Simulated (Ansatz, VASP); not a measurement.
# MnHg: VASP beside Ansatz

Wanted: the spread between two codes on one cell, functional and k mesh. The cell is taken from a series of runs on this material, whose earlier steps may have relaxed, scaled, displaced or heated it; both programs get it as it stands.

Main program and level: Ansatz 0.2.0; plane waves, with VASP 6.6.1 beside it; relaxation of cell and atoms at PBEsol.

In doubt: warnings of the run leave room for a lower electronic state, so energies may not be the lowest and differences between runs may mislead.

## 1. Starting point

It takes space group Pm-3m (No. 221, cubic). Conventional cell: a = 3.227 Å, b = 3.227 Å, c = 3.227 Å, α = 90.00°, β = 90.00°, γ = 90.00°. Mn has 8 Hg at 2.79 Å nearest. Hg has 8 Mn at 2.79 Å nearest. Farther neighbours are not listed.

## 2. Ansatz: relaxation of cell and atoms, PBEsol

Ansatz runs on its PAW soft_1 files.

The relaxed volume is the usual yardstick between codes: in a stiff, nearly cubic crystal its relative difference is about their pressure difference at one cell divided by the bulk modulus.

input.yaml reads:

```yaml
crystal:
  lattice:
    - [3.2269485571, 3.2269485571, 0.0]
    - [3.2269485571, 0.0, 3.2269485571]
    - [3.2269485571, 0.0, -3.2269485571]
  atoms:
    - { symbol: Mn, position: [0.5, 0.25, 0.75], spin: 4.05 }
    - { symbol: Mn, position: [0.5, 0.75, 0.25], spin: -4.05 }
    - { symbol: Hg, position: [0.0, 0.0, 0.0] }
    - { symbol: Hg, position: [0.0, 0.5, 0.5] }
kpoints:
  mp_grid: { grid: [12, 12, 12] }
hamiltonian:
  xc: pbesol
  pseudopotentials: { kind: paw, azcp: { folder: soft_1 }, xc_functional: pbe }
scf:
  occupations: { method: gaussian, width: 0.15 }
output:
  forces: true
  stress: true
  eigenvalues: true
  populations: true
magnetization:
  spin_polarized: true
relax:
  adjacent_minimum: "off"
  f_tol: 0.001
  max_steps: 60
  cell: { stress_tol: 0.01 }
```

The run is started by

```console
$ ansatz run input.yaml --threads 4 --pin off --max-ram 10240MiB --backend cpu --events-out ev --progress --plain --runs-dir out
```

Numbers of over 12 decimals in the logs are rounded to 6 here.

Output:

```text
Engine: ansatz 0.2.0, aarch64-unknown-linux-gnu
Pseudopotentials: kind: paw
Pseudopotential: Mn, paw, valence charge 15, recommended cutoff 420 eV (normal), soft_1/Mn.paw.azcp
Pseudopotential: Hg, paw, valence charge 20, recommended cutoff 420 eV (normal), soft_1/Hg.paw.azcp
Functional definition: PBEsol
  exchange = pbesol_x
  correlation = pbesol_c
Crystal: 4 atoms, lattice volume = 67.206 Å³
Basis set: ecut = 420 eV, 1363 PW (Γ), exchange–correlation on 64×64×64 points (8 copies of the dense FFT grid, shifted against one another)
Bands: 47, of which v1, the nominal top of the filled ones, is band 35 counted from 1 (34 counted from 0)
Symmetry: 48 space group operations
Space group: Fm-3m (ITA 225), of the structure as read, at distance tolerance 4.1e-5 Å
Magnetic group: BNS 225.121 (UNI 1623), of the structure as read, at distance tolerance 4.1e-5 Å
k-points: 72 of 1728
Non-local potential: Mn, projectors of the file, l = 0: 3, l = 1: 2, l = 2: 3, l = 3: 1
Non-local potential: Hg, projectors of the file, l = 0: 3, l = 1: 2, l = 2: 2, l = 3: 1
PAW form: soft (Blöchl's): semilocal exchange-correlation on the pseudo side does not see the compensation charge
PAW frozen core: Mn, regenerated for the run's functional, and the local potential with it (the file was generated under x = pbe(κ = 0.804, μ = 0.219515), c = pbe(β = 0.066725))
PAW frozen core: Hg, regenerated for the run's functional, and the local potential with it (the file was generated under x = pbe(κ = 0.804, μ = 0.219515), c = pbe(β = 0.066725))
PAW one-centre angular grid: Mn, 590 points (default); XC on 64 Gauss nodes
PAW one-centre angular grid: Hg, 590 points (default); XC on 64 Gauss nodes
Initial density: superposition of atomic densities (chi_scale 0.1, normalization cell)
Starting moments: Σ|m| = 8.1 μB on 2 of 4 sites
Starting magnetic order: antiferromagnet; a translation exchanges its spin sublattices: spin-degenerate at every k-point
Initial wavefunctions: pseudopotential atomic-orbital guess
Functional: x = pbesol(κ = 0.804, μ = 0.123457), c = pbesol(β = 0.046)
SCF iter   1: F=—  HF=-35076.084123 eV  |F-HF|=—  |Δ(HF+E_count)|=         —  Δρ=3.28e-2 (↑3.28e-2 ↓3.28e-2)  dr2=4.06e0  dr2_m=7.89e-3  M=0.000 μB ∫|m|=8.053 μB  β_m=0.30  ethr=3.10e-3  ⟨swp⟩=5.0  Hψ=10648  notcnv=0  defer=48
Mixer restart at iter 1: flushing history
preconditioner: auto → Kerker (q_TF=auto, 2.747 Å⁻¹)  [metal: Δε(μ)=0.024 eV  Ē_g=9.736 eV  σ=0.150 eV  W_gap=0.09  n_scr=14 (ndim 8)  ℏωp=27.9 eV  f_vac=0.000  D(μ)=2.02/eV (n_scr^D=14)]
spin=Collinear: Kerker preconditioning applied to the charge; magnetization (m = ρ↑ − ρ↓) channel mixes plain (no charge-response kernel on spin).
SCF iter   2: F=—  HF=-35076.244024 eV  |F-HF|=—  |Δ(HF+E_count)|=   1.60e-1  Δρ=2.22e-2 (↑2.22e-2 ↓2.22e-2)  dr2=2.06e0  dr2_m=3.84e-3  M=0.000 μB ∫|m|=8.015 μB  β_m=0.61  ethr=3.10e-3  ⟨swp⟩=2.0  Hψ=4424  notcnv=0  defer=370
SCF iter   3: F=—  HF=-35076.356101 eV  |F-HF|=—  |Δ(HF+E_count)|=   1.12e-1  Δρ=7.13e-3 (↑7.13e-3 ↓7.13e-3)  dr2=1.70e-1  dr2_m=6.65e-3  M=0.000 μB ∫|m|=7.904 μB  β_m=0.80  ethr=2.95e-3  ⟨swp⟩=2.1  Hψ=5225  notcnv=0  defer=371
SCF iter   4: F=—  HF=-35076.313154 eV  |F-HF|=—  |Δ(HF+E_count)|=         —  Δρ=8.88e-3 (↑8.88e-3 ↓8.88e-3)  dr2=1.03e-1  dr2_m=1.00e-2  M=0.000 μB ∫|m|=7.820 μB  β_m=0.80  ethr=2.44e-4  ⟨swp⟩=2.5  Hψ=5675  notcnv=0  defer=331
Mixer restart at iter 4: flushing history
SCF iter   5: F=—  HF=-35076.346878 eV  |F-HF|=—  |Δ(HF+E_count)|=   3.37e-2  Δρ=6.01e-3 (↑6.01e-3 ↓6.01e-3)  dr2=2.77e-2  dr2_m=1.12e-2  M=0.000 μB ∫|m|=7.906 μB  β_m=0.64  ethr=1.48e-4  ⟨swp⟩=2.0  Hψ=6312  notcnv=0  defer=328
SCF iter   6: F=—  HF=-35076.320415 eV  |F-HF|=—  |Δ(HF+E_count)|=   2.65e-2  Δρ=1.44e-3 (↑1.44e-3 ↓1.44e-3)  dr2=4.52e-3  dr2_m=5.99e-5  M=0.000 μB ∫|m|=7.876 μB  β_m=0.82  ethr=3.96e-5  ⟨swp⟩=2.0  Hψ=6850  notcnv=0  defer=332
SCF iter   7: F=—  HF=-35076.321030 eV  |F-HF|=—  |Δ(HF+E_count)|=   6.14e-4  Δρ=8.57e-4 (↑8.57e-4 ↓8.57e-4)  dr2=8.44e-4  dr2_m=8.65e-5  M=0.000 μB ∫|m|=7.893 μB  β_m=0.89  ethr=6.45e-6  ⟨swp⟩=2.0  Hψ=5766  notcnv=0  defer=332
SCF iter   8: F=—  HF=-35076.321220 eV  |F-HF|=—  |Δ(HF+E_count)|=   1.90e-4  Δρ=2.76e-4 (↑2.76e-4 ↓2.76e-4)  dr2=8.42e-5  dr2_m=1.00e-5  M=0.000 μB ∫|m|=7.888 μB  β_m=0.95  ethr=1.21e-6  ⟨swp⟩=2.0  Hψ=3976  notcnv=0  defer=332
SCF iter   9: F=—  HF=-35076.321250 eV  |F-HF|=—  |Δ(HF+E_count)|=   2.98e-5  Δρ=4.84e-5 (↑4.84e-5 ↓4.84e-5)  dr2=2.88e-6  dr2_m=3.79e-7  M=0.000 μB ∫|m|=7.886 μB  β_m=0.92  ethr=1.20e-7  ⟨swp⟩=2.0  Hψ=5763  notcnv=0  defer=331
SCF iter  10: F=—  HF=-35076.321250 eV  |F-HF|=—  |Δ(HF+E_count)|=   4.01e-7  Δρ=7.36e-6 (↑7.36e-6 ↓7.36e-6)  dr2=6.15e-8  dr2_m=1.71e-8  M=0.000 μB ∫|m|=7.885 μB  β_m=0.96  ethr=4.11e-9  ⟨swp⟩=2.3  Hψ=5406  notcnv=0  defer=331
[...]
SCF iter   1: F=—  HF=-35076.321243 eV  |F-HF|=—  |Δ(HF+E_count)|=         —  Δρ=3.97e-7 (↑3.97e-7 ↓3.97e-7)  dr2=1.02e-10  dr2_m=6.79e-12  M=0.000 μB ∫|m|=7.884 μB  β_m=0.65  ethr=1.04e-8  ⟨swp⟩=3.8  Hψ=19918  notcnv=0
eigensolver tolerance schedule: the retry pair's looser diagonalisation over-reported the residual by 70973.65 of it (diagonalisation noise at 0.31 of the residual, at the tolerance the schedule requests for it); recorded, not acted on — ethr = c·dr2/N_el stays at c = 1.0e-1
spin=Collinear: Kerker preconditioning applied to the charge; magnetization (m = ρ↑ − ρ↓) channel mixes plain (no charge-response kernel on spin).
SCF iter   2: F=—  HF=-35076.321250 eV  |F-HF|=—  |Δ(HF+E_count)|=   6.44e-6  Δρ=2.37e-7 (↑2.37e-7 ↓2.37e-7)  dr2=3.06e-11  dr2_m=1.44e-11  M=0.000 μB ∫|m|=7.884 μB  β_m=0.54  ethr=1.00e-12  ⟨swp⟩=3.0  Hψ=7579  notcnv=0
SCF iter   3: F=—  HF=-35076.321250 eV  |F-HF|=—  |Δ(HF+E_count)|=    0.00e0  Δρ=9.70e-8 (↑9.70e-8 ↓9.70e-8)  dr2=2.95e-12  dr2_m=1.14e-12  M=0.000 μB ∫|m|=7.884 μB  β_m=0.61  ethr=1.00e-12  ⟨swp⟩=1.0  Hψ=3384  notcnv=0
SCF iter   4: F=—  HF=-35076.321250 eV  |F-HF|=—  |Δ(HF+E_count)|=    0.00e0  Δρ=5.90e-8 (↑5.90e-8 ↓5.90e-8)  dr2=8.14e-13  dr2_m=1.33e-12  M=0.000 μB ∫|m|=7.884 μB  β_m=0.80  ethr=1.00e-12  ⟨swp⟩=1.0  Hψ=3384  notcnv=0
SCF iter   5: F=—  HF=-35076.321250 eV  |F-HF|=—  |Δ(HF+E_count)|=  1.46e-11  Δρ=4.95e-8 (↑4.95e-8 ↓4.95e-8)  dr2=1.53e-12  dr2_m=1.15e-12  M=0.000 μB ∫|m|=7.884 μB  β_m=0.90  ethr=1.00e-12  ⟨swp⟩=1.0  Hψ=3384  notcnv=0
SCF iter   6: F=—  HF=-35076.321250 eV  |F-HF|=—  |Δ(HF+E_count)|=  7.28e-12  Δρ=6.87e-8 (↑6.87e-8 ↓6.87e-8)  dr2=3.88e-12  dr2_m=1.41e-12  M=0.000 μB ∫|m|=7.884 μB  β_m=0.95  ethr=1.00e-12  ⟨swp⟩=1.0  Hψ=3384  notcnv=0
SCF iter   7: F=—  HF=-35076.321250 eV  |F-HF|=—  |Δ(HF+E_count)|=  7.28e-12  Δρ=1.71e-8 (↑1.71e-8 ↓1.71e-8)  dr2=9.85e-14  dr2_m=1.36e-13  M=0.000 μB ∫|m|=7.884 μB  β_m=0.98  ethr=1.00e-12  ⟨swp⟩=1.0  Hψ=3384  notcnv=0
SCF iter   8: F=-35076.321250 eV  HF=-35076.321250 eV  |F-HF|=0.00e0  |Δ(HF+E_count)|=    0.00e0  Δρ=1.46e-8 (↑1.46e-8 ↓1.46e-8)  dr2=5.43e-13  dr2_m=4.41e-15  M=0.000 μB ∫|m|=7.884 μB  ethr=1.00e-12  ⟨swp⟩=2.4  Hψ=9690  notcnv=0
SCF 4 converged in 8 iterations: F = -35076.321250 eV  dr2 = 5.43e-13
relax step   4: F+E_penalty+E_count = -35076.32124957 eV  Δ(F+E_penalty+E_count) = +1.590e-5 eV  max|allowed force component| = 2.376e-28 eV/Å  Δτ_max = 0.0000 Å  P = -0.000 GPa  Ω = 67.185 Å³  stress off target by 2.44e-5 GPa  SCF on the basis re-selected at this cell (its energy is not comparable with the rows above)  (8 SCF iters)
basis re-selected at this cell: Δ(F+E_penalty+E_count) = +1.590e-5 eV, ΔP = -0.000 GPa vs the last step (what re-selecting the basis moved, of the pressure what is left beyond the Pulay correction that the steps carried, after the strain that the cell walked since its last selection, with what the two solves' SCF thresholds leave and, on support functions, any second-order correction that the steps lacked; it is no m [...]
WARN: an SCF from ferromagnetic starting moments (-4.05, -4.05, 0.00, 0.00 Bohr magnetons, atom by atom) was not made, by what the run has read of turns of its moments that order reads lower: the deck asks for what bars it, or types moments that do (magnetization.spin_polarized, in the input reference, names some of the keys), or the run goes by scf.lower_state_search: light, the default, which as a rule tries one only behind a close that has lost an order of both signs, or on which an open d or half-filled 4f shell of a PAW file has lost a moment that was set nearer to Hund's than to what is left; [rest of the remark cut]
SCF converged after 8 iterations
Magnetization: 0.0000 μB (35.0000 up, 35.0000 down)
Absolute magnetization: 7.9114 μB (∫|ρ↑−ρ↓|, with the PAW one-centre terms)
Spin contamination: 3.7615 ħ² per cell (⟨S²⟩ above its minimum at these occupations)
Per-site moments (μB) at R_I (Å): [(3.683801, 1.152663), (-3.683801, 1.152663), (-2.524266176748274e-16, 1.152663), (2.524266176748274e-16, 1.152663)]
Free energy (F): -35076.321250 eV
Harris-Foulkes:  -35076.321250 eV  (|F-HF|=0.00e0)
Internal energy: -35076.296578 eV  (E = F + TS)
E sigma→0 (E₀):  -35076.308914 eV
Entropy (-TS):   -0.024672 eV (-6.168 meV/atom)
Fermi energy:    17.670528 eV
--- Per-component energies (eV) ---
  E_band       = -1098.200935
  E_kinetic    = 1782.717033
  E_local      = -8492.190214  (includes V_loc(G=0)·N_el)
  E_nonlocal   = 1100.550979
  E_hartree    = 3452.497731
  E_xc         = -634.574138
  E_vxc        = -776.358648  (∫ρ·V_xc dr)
  E_paw        = -22225.114488  (= ΣΔE_a)
  E_vpaw       = -1617.916734  (= ΣTr[D̂ρ^β])
  E_aug_tail   = 0.001135  (compensation charges beyond the density's cutoff)
  E_ewald      = -10061.181337
  E_core_change = 0.996721  (= ΣΔE_core)
  E_smearing   = -0.024672  (= −TS)
  E_closure    = -0.000000  (closes the sum)
  Σ components = -35076.321250   (vs F -35076.321250, Δ=0.00e0)
--- Forces (eV/Å), atoms counted from 1 ---
  atom   1  Mn     0.00000000    -0.00000000     0.00000000
  atom   2  Mn     0.00000000    -0.00000000     0.00000000
  atom   3  Hg     0.00000000     0.00000000     0.00000000
  atom   4  Hg     0.00000000    -0.00000000    -0.00000000
  max |Σ_I F_I| component: 9.68e-28 eV/Å
--- Stress (GPa, compression-positive) ---
       -0.000024       0.000000       0.000000
        0.000000      -0.000024       0.000000
       -0.000000      -0.000000      -0.000024
  P = ⅓ Tr σ = -0.0000 GPa (-0.000 kbar)
--- Band table (eV; the first three rows and the last of 144) ---
  k-point 0 ↑: bands = [... 31 lower, 15.2183, 17.7993, 17.7993, 17.7993, 18.4492, 18.7687, 18.7687, 22.7380, ... 8 higher]
  k-point 1 ↑: bands = [... 31 lower, 15.2082, 17.4077, 17.7867, 17.7867, 18.7279, 18.7279, 18.8396, 21.7690, ... 8 higher]
  k-point 2 ↑: bands = [... 31 lower, 15.1851, 16.8091, 17.7403, 17.7403, 18.6303, 18.6303, 19.3796, 20.7061, ... 8 higher]
  k-point 71 ↓: bands = [... 31 lower, 15.3657, 15.4446, 15.4446, 15.7315, 18.2601, 18.2601, 18.4811, 18.6723, ... 8 higher]
--- Relaxed structure (3 steps of the walk, 3 accepted, 1 SCFs on fresh bases) ---
  F+E_penalty+E_count = -35076.32124957 eV   max|allowed force component| = 2.376e-28 eV/Å   (the final SCF, on the basis selected at the relaxed cell)
  cell:  # Å, volume = 67.1852 Å³
    - [3.226620, 3.226620, 0]
    - [3.226620, 0, 3.226620]
    - [3.226620, 0, -3.226620]
  atoms:
    - { symbol: Mn, position: [0.500000, 0.250000, 0.750000] }
    - { symbol: Mn, position: [0.500000, 0.750000, 0.25] }
    - { symbol: Hg, position: [0, 0, 0] }
    - { symbol: Hg, position: [0, 0.5, 0.5] }
--- Löwdin populations: 4 sites ---
  site symbol       q [e]    m [muB]
     0     Mn     14.8535     3.8705
     1     Mn     14.8535    -3.8705
     2     Hg     19.3246    -0.0000
     3     Hg     19.3246    -0.0000
  spilling = 0.023481 (of n_electrons = 70.000000)
```

The column dr2 measures how far the density is from self-consistency, as an energy; F and HF (Harris–Foulkes) agree once it is small.

[end of part 1 of 2]

[Lines on the potential files, build, host, timing and source positions are cut from VASP's logs without a mark.]

[Logs are printed without paths, hosts, clocks, repeated set-up lines and the standing remarks that a program may print on its own settings, such as how far it seeks lower states.]

[Hosts, paths, dates, database ids (printed as entryN), source tags and the programs' standing remarks are cut or masked in the printed files.]
